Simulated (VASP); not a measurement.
Data:

```xyz
5
Lattice="3.9900 0.0000 0.0000 0.0000 3.9900 0.0000 0.0000 0.0000 3.9900" Properties=species:S:1:pos:R:3 pbc="T T T"
K      0.0000     0.0000     0.0000
Ta     1.9950     1.9950     1.9950
O      1.9950     0.0000     1.9950
O      0.0000     1.9950     1.9950
O      1.9950     1.9950     0.0000
```

Method: vdW-DF2, VASP's PBE PAW potentials (set 64) (plane waves; VASP 6.6.1). Run with 520 eV cut-off, 5×5×5 Γ-centred mesh, Gaussian smearing of 0.050 eV, potentials K_sv Ta_pv O.

Energy and stress use the plane-wave basis of the starting cell.

**Question.** The ions, cell shape and volume are relaxed. Which structure does the run end with?

**Answer.** 
```xyz
5
Lattice="4.0790 0.0000 0.0000 0.0000 4.0790 0.0000 0.0000 0.0000 4.0790" Properties=species:S:1:pos:R:3 pbc="T T T"
K      0.0000     0.0000     0.0000
Ta     2.0395     2.0395     2.0395
O      2.0395     0.0000     2.0395
O      0.0000     2.0395     2.0395
O      2.0395     2.0395     0.0000
```
Space group Pm-3m (221), at a tolerance of 0.03 Å.

**Question.** How do energy and volume change from the first to the last step?

**Answer.** The energy (σ→0) changes by -33.7 meV/atom and the volume by +6.8 %, in 3 ionic steps.

```
step  E(σ→0) (eV)  max force (eV/Å)  pressure (GPa)  volume (Å³)
----  -----------  ----------------  --------------  -----------
1        -31.1095             0.000           13.42        63.52
2        -31.0178             0.000          -12.86        73.82
3        -31.2780             0.000           -0.24        67.87
```

The compound is KTaO3 in the cubic perovskite structure. This run relaxes it. Symmetry was kept, so distortions that lower it aren't found.
